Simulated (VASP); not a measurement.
An input for Quantum ESPRESSO's pw.x (written as the equivalent of a VASP run, and not itself run):

```
&CONTROL
  calculation = 'vc-relax'
  pseudo_dir = './pseudo'
  outdir = './out'
  tprnfor = .true.
  tstress = .true.
  nstep = 40
  forc_conv_thr = 0.00078
/
&SYSTEM
  ibrav = 0
  nat = 6
  ntyp = 2
  ecutwfc = 82.3
  occupations = 'smearing'
  smearing = 'methfessel-paxton'
  degauss = 0.00735
  input_dft = 'pbesol'
/
&ELECTRONS
  conv_thr = 7.3e-08
  electron_maxstep = 100
/
&IONS
/
&CELL
  press = 450
/
ATOMIC_SPECIES
  Te 127.600 Te.upf
  Mo 95.950 Mo.upf
CELL_PARAMETERS angstrom
     1.5672613   -2.7145632   -0.0000000
     1.5672613    2.7145632    0.0000000
    -0.0000000   -0.0000000   12.2285226
ATOMIC_POSITIONS crystal
  Te   0.3333330  0.6666670  0.9003548
  Te   0.6666670  0.3333330  0.4003548
  Te   0.6666670  0.3333330  0.0996452
  Te   0.3333330  0.6666670  0.5996452
  Mo   0.3333330  0.6666670  0.2500000
  Mo   0.6666670  0.3333330  0.7500000
K_POINTS automatic
  11 11 3 0 0 0
```

**Question.** Translate this input to VASP (INCAR, KPOINTS, POSCAR, choice of POTCAR).

**Answer.** This is not unique; one that fits is 
### INCAR
```
! general
SYSTEM  = MoTe2
PREC    = Accurate
ENCUT   = 500   ! plane-wave cut-off (eV)
LREAL   = .FALSE.
LASPH   = .TRUE.   ! aspherical one-centre terms

! electronic loop
EDIFF   = 1E-6   ! SCF stop (eV)
NELM    = 100
ALGO    = Normal
LMAXMIX = 4   ! l cut-off of mixed one-centre charges

! smearing
ISMEAR  = 1
SIGMA   = 0.1

! functional
GGA     = PS   ! PBEsol

! ions
IBRION  = 2
NSW     = 40   ! most ionic steps
ISIF    = 3   ! ions, shape and volume
EDIFFG  = -0.02   ! ionic stop
PSTRESS = 450

! output
LWAVE   = .FALSE.
LCHARG  = .FALSE.
```

### POSCAR
```
MoTe2
1
    1.5672612670    -2.7145631598    -0.0000000000
    1.5672612670     2.7145631598     0.0000000000
   -0.0000000000    -0.0000000000    12.2285226242
Te Mo
4 2
Direct
  0.3333330000   0.6666670000   0.9003547900
  0.6666670000   0.3333330000   0.4003547900
  0.6666670000   0.3333330000   0.0996452100
  0.3333330000   0.6666670000   0.5996452100
  0.3333330000   0.6666670000   0.2500000000
  0.6666670000   0.3333330000   0.7500000000
```

**KPOINTS**
```
Automatic mesh
0
Gamma
11 11 3
0 0 0
```

POTCAR, in this order: Te Mo_sv (PBE.64 set). Program: vasp_std.

What does not carry over: the potentials are each code's own (VASP's PAW set, PseudoDojo norm-conserving files in pw.x), so ENCUT and ecutwfc are chosen apart and not converted; conv_thr bounds pw.x's estimated SCF error, while EDIFF bounds the energy change between steps; forc_conv_thr acts on force components and is met together with etot_conv_thr.

The compound is MoTe2 in the 2H layered structure. It was relaxed first under an external pressure of 45 GPa.
